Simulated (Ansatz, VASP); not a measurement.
# Cross-check of NbSi between VASP and Ansatz, part 2 of 2

Wanted: the spread between two codes on one cell, functional and k mesh. The cell is invented: As first built, before any earlier steps moved the atoms (in the runner's words): it takes the WC structure with all of its atoms replaced by other elements, volume scaled by an estimate. It may not be a known or stable phase. The cell is taken from a series of VASP runs on this material, whose earlier steps may have relaxed, scaled or displaced it; both programs get it as it stands.

VASP 6.6.1 and Ansatz 0.2.0.

So far: The starting structure; Ansatz: band structure, HSE06.

**3. VASP: band structure, HSE06**

Level of this step: HSE06; plane waves and PAW (Nb_sv, Si); invented cell (VASP).

The same cell, functional, mesh and smearing now go to VASP, with its own data sets and cutoff.

Lines of VASP's logs that name or quote its potential files are left out, and so is its time.

The run reads the wave functions of an earlier VASP run, which isn't shown here.

The input, INCAR:

```
SYSTEM = NbSi
PREC = Accurate
ENCUT = 400
EDIFF = 1E-06
NELM = 100
ISMEAR = 0
SIGMA = 0.02
LREAL = .FALSE.
ALGO = Normal
LHFCALC = .TRUE.
AEXX = 0.25
GGA = PE
HFSCREEN = 0.2
LASPH = .TRUE.
PRECFOCK = Fast
LORBIT = 11
LWAVE = .FALSE.
LCHARG = .FALSE.
KPAR = 4
```

The input, POSCAR:

```
NbSi
1.0
    3.0335601418     -0.0000000243      0.0000000000
   -1.5167806400      2.6271406017      0.0000000000
    0.0000000000      0.0000000000      4.0525052525
Nb Si
1 1
Direct
    0.0000000000      0.0000000000      0.0000000000
    0.6666666700      0.3333333300      0.5000000000
```

The input, KPOINTS:

```
Automatic mesh
0
Gamma
5 5 4
0 0 0
```

The input, KPOINTS_OPT:

```
Line mode
10
Line-mode
Reciprocal
  0.00000000   0.00000000   0.00000000 GAMMA
  0.50000000   0.00000000   0.00000000 M

  0.50000000   0.00000000   0.00000000 M
  0.33333333   0.33333333   0.00000000 K

  0.33333333   0.33333333   0.00000000 K
  0.00000000   0.00000000   0.00000000 GAMMA

  0.00000000   0.00000000   0.00000000 GAMMA
  0.00000000   0.00000000   0.50000000 A

  0.00000000   0.00000000   0.50000000 A
  0.50000000   0.00000000   0.50000000 L

  0.50000000   0.00000000   0.50000000 L
  0.33333333   0.33333333   0.50000000 H

  0.33333333   0.33333333   0.50000000 H
  0.00000000   0.00000000   0.50000000 A

  0.50000000   0.00000000   0.50000000 L
  0.50000000   0.00000000   0.00000000 M

  0.33333333   0.33333333   0.00000000 K
  0.33333333   0.33333333   0.50000000 H
```

PAW data sets: Nb_sv and Si (PBE family, release 64).

Command:

```console
$ mpirun -np 4 vasp_std
```

Numbers of over 12 decimals in the logs are rounded to 6 here.

The program printed:

```text
[banner, memory and clock lines left out]
running    4 mpi-ranks, on    1 nodes
 distrk:  each k-point on    1 cores,    4 groups
 distr:  one band on    1 cores,    1 groups

 POSCAR found type information on POSCAR NbSi
 POSCAR found :  2 types and       2 ions
 LDA part: xc-table for (Slater+PW92), standard interpolation
 found WAVECAR, reading the header
 POSCAR, INCAR and KPOINTS ok, starting setup
 FFT: planning ... GRIDC
 FFT: planning ... GRID_SOFT
 FFT: planning ... GRID
 reading WAVECAR
 the WAVECAR file was read successfully
 initial charge from wavefunction
 entering main loop
       N       E                     dE             d eps       ncg     rms          rms(c)
DAV:   1    -0.189705084062E+02   -0.18971E+02   -0.50939E-01   556   0.721E+00    0.284E+00
DAV:   2    -0.189654232456E+02    0.50852E-02   -0.16775E-02   484   0.177E+00    0.171E+00
DAV:   3    -0.189631360930E+02    0.22872E-02   -0.83947E-03   576   0.102E+00    0.943E-01
DAV:   4    -0.189627691708E+02    0.36692E-03   -0.10312E-03   476   0.290E-01    0.537E-01
DAV:   5    -0.189626321947E+02    0.13698E-03   -0.22392E-04   420   0.111E-01    0.300E-01
DAV:   6    -0.189626113538E+02    0.20841E-04   -0.57332E-05   464   0.511E-02    0.164E-01
DAV:   7    -0.189626050797E+02    0.62741E-05   -0.11014E-05   500   0.276E-02    0.902E-02
DAV:   8    -0.189626031696E+02    0.19101E-05   -0.27549E-06   428   0.145E-02    0.509E-02
DAV:   9    -0.189626028269E+02    0.34272E-06   -0.64002E-07   256   0.847E-03
   1 F= -.18962603E+02 E0= -.18962269E+02  d E =-.668398E-03
 Start KPOINTS_OPT (optional k-point list driver)
k-point batch [1-15\90]
       N       E                     dE             ncg
DAV:   1    -0.493110676362E+03   -0.62361E+04      360
DAV:   2    -0.256147803305E+04   -0.20684E+04      432
DAV:   3    -0.269551314032E+04   -0.13404E+03      536
DAV:   4    -0.270652866885E+04   -0.11016E+02      536
DAV:   5    -0.270718609363E+04   -0.65742E+00      576
DAV:   6    -0.270722819368E+04   -0.42100E-01      556
DAV:   7    -0.270723143080E+04   -0.32371E-02      544
DAV:   8    -0.270723178179E+04   -0.35099E-03      504
DAV:   9    -0.270723182742E+04   -0.45637E-04      340
DAV:  10    -0.270723183403E+04   -0.66034E-05      324
DAV:  11    -0.270723183508E+04   -0.10479E-05      324
DAV:  12    -0.270723183527E+04   -0.19557E-06      324
[...]
k-point batch [76-90\90]
       N       E                     dE             ncg
DAV:   1    -0.708818870016E+03   -0.10403E+05      360
DAV:   2    -0.259261459320E+04   -0.18838E+04      420
DAV:   3    -0.270677409862E+04   -0.11416E+03      536
DAV:   4    -0.271644164318E+04   -0.96675E+01      540
DAV:   5    -0.271704781171E+04   -0.60617E+00      632
DAV:   6    -0.271709346694E+04   -0.45655E-01      580
DAV:   7    -0.271709713072E+04   -0.36638E-02      592
DAV:   8    -0.271709750984E+04   -0.37912E-03      556
DAV:   9    -0.271709755359E+04   -0.43750E-04      352
DAV:  10    -0.271709755897E+04   -0.53819E-05      320
DAV:  11    -0.271709755967E+04   -0.69702E-06      300
```

OUTCAR, selected parts (step 3):

```text
ion  position               nearest neighbor table
   1  0.000  0.000  0.000-   2 2.68   2 2.68   2 2.68   2 2.68   2 2.68   2 2.68
   2  0.667  0.333  0.500-   1 2.68   1 2.68   1 2.68   1 2.68   1 2.68   1 2.68

  LATTYP: Found a hexagonal cell.
 ALAT       =     3.0335601418
 C/A-ratio  =     1.3358908553

 Subroutine GETGRP returns: Found 12 space group operations
 (whereof 12 operations were pure point group operations)

The static configuration has the point symmetry D_3h.

 Found     15 irreducible k-points:

   k-points           NKPTS =     15   k-points in BZ     NKDIM =    100   number of bands    NBANDS=     12

   dimension x,y,z NGX =    20 NGY =   20 NGZ =   28
   dimension x,y,z NGXF=    40 NGYF=   40 NGZF=   56

   ENCUT  =  400.0 eV  29.40 Ry    5.42 a.u.   4.95  4.95  6.61*2*pi/ulx,y,z

   NELECT =      17.0000    total number of electrons

 k-points in reciprocal lattice and weights: Automatic mesh
   0.00000000  0.00000000  0.00000000       0.010
   0.20000000 -0.00000000  0.00000000       0.060
   0.40000000 -0.00000000  0.00000000       0.060
   0.20000000  0.20000000  0.00000000       0.060
   0.40000000  0.20000000  0.00000000       0.060
   0.00000000  0.00000000  0.25000000       0.020
   0.20000000 -0.00000000  0.25000000       0.120
   0.40000000 -0.00000000  0.25000000       0.120
   0.20000000  0.20000000  0.25000000       0.120
[...]
0.20000000  0.20000000  0.50000000       0.060
   0.40000000  0.20000000  0.50000000       0.060

  exchange ACFDT corr.  =         0.00000000  see jH, gK, PRB 81, 115126

 average (electrostatic) potential at core
       1 -72.6640       2 -74.8375

 E-fermi :  10.7891

 k-point     1 :       0.0000    0.0000    0.0000
  band No.  band energies     occupation
    ...
      5      -2.0099      2.00000
      6       6.7436      2.00000
      7       8.7592      2.00000
      8      10.7670      1.88177
      9      10.7670      1.88138
     10      13.5402      0.00000
     11      13.5402      0.00000
     12      18.7659      0.00000

 k-point     2 :       0.2000   -0.0000    0.0000
  band No.  band energies     occupation
    ...
      4     -22.2684      2.00000
      5      -1.0136      2.00000
      6       7.6285      2.00000
      7       7.7826      2.00000
      8       9.1577      2.00000
      9      11.8915      0.00000
     10      13.0278      0.00000
     11      14.6236      0.00000
     12      15.0869      0.00000

 k-point     3 :       0.4000   -0.0000    0.0000
  band No.  band energies     occupation
    ...
      4     -22.3809      2.00000
      5       1.6219      2.00000
      6       5.8238      2.00000
      7       6.6792      2.00000
      8       7.9111      2.00000
      9      12.3058      0.00000
     10      14.0053      0.00000
     11      15.1016      0.00000
     12      15.3883      0.00000

  energy-cutoff  :      400.00
  volume of cell :       32.30
      direct lattice vectors                 reciprocal lattice vectors
     3.033560142 -0.000000024  0.000000000     0.329645683  0.190321062  0.000000000
    -1.516780640  2.627140602  0.000000000     0.000000003  0.380641982  0.000000000
     0.000000000  0.000000000  4.052505252     0.000000000  0.000000000  0.246760939

 POSITION                                       TOTAL-FORCE (eV/Angst)
 -----------------------------------------------------------------------------------
      0.00000      0.00000      0.00000        -0.000000      0.000000      0.000000
      1.51678      0.87571      2.02625         0.000000     -0.000000      0.000000
 -----------------------------------------------------------------------------------
    total drift:                               -0.000011     -0.000001     -0.000002

  FREE ENERGIE OF THE ION-ELECTRON SYSTEM (eV)
  ---------------------------------------------------
  free  energy   TOTEN  =       -18.9626028269 eV

  energy  without entropy=      -18.9619344293  energy(sigma->0) =      -18.96226863

 total charge
# of ion       s       p       d       tot
------------------------------------------
    1        2.168   6.036   2.449  10.653
    2        0.795   0.859   0.000   1.654
--------------------------------------------------
tot          2.963   6.896   2.449  12.307

[... 3 further parts left out ...]
```

Spin-orbit coupling is off here; it would split degenerate levels.

**4. Side by side**

Known differences besides the potentials themselves: exact exchange at q = 0 is treated differently, which shows on coarse meshes; VASP keeps PBE cores, Ansatz makes them for the functional; the cutoff is 420 eV in Ansatz and 400 eV in VASP; VASP takes a coarser grid for exact exchange (PRECFOCK = Fast). Total energies have different zeros and are not compared.

Levels from 3 eV below to 2 eV above the Fermi level differ by 30 meV r.m.s. and 73 meV at most; each VASP level is matched to the nearest of Ansatz, which flatters the figure a little.

**5. What came out**

| Quantity | Value |
| --- | --- |
| r.m.s. difference of levels near the Fermi level (band structure, HSE06) | 30 meV |

**Reading.** The r.m.s. difference of levels near the Fermi level is 30 meV (band structure, HSE06), within the 80 meV picked in this series as the mark of a large difference. How closely two codes agree says nothing of how well the functional describes the real material.

[Lines on the potential files, build, host, timing and source positions are cut from VASP's logs without a mark.]

[Logs are printed without paths, hosts, clocks, repeated set-up lines and the standing remarks that a program may print on its own settings, such as how far it seeks lower states.]

[Hosts, paths, dates, database ids (printed as entryN), source tags and the programs' standing remarks are cut or masked in the printed files.]
